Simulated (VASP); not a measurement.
Data:

```
MgO
1.0
    0.00000     2.13053     2.13053
    2.13053     0.00000     2.13053
    2.13053     2.13053     0.00000
Mg O
1 1
Direct
  0.00000   0.00000   0.00000
  0.50000   0.50000   0.50000
```

The numbers are results of PBE GGA with D4 dispersion, VASP's PBE PAW potentials (set 64) (plane waves; VASP), not measurements. Numerical set-up: 520 eV cut-off, 11×11×11 Γ-centred mesh, Gaussian smearing of 0.050 eV, potentials Mg O.

Question: Give the stress tensor in GPa (positive for a compressed cell).

Answer: 
```
-4.39   0.00   0.00
 0.00  -4.39   0.00
 0.00   0.00  -4.39
```
The pressure is its mean diagonal, -4.39 GPa.

The compound is MgO in the rock salt structure. This cell is one point of a volume scan, at 1.03 of the reference volume.
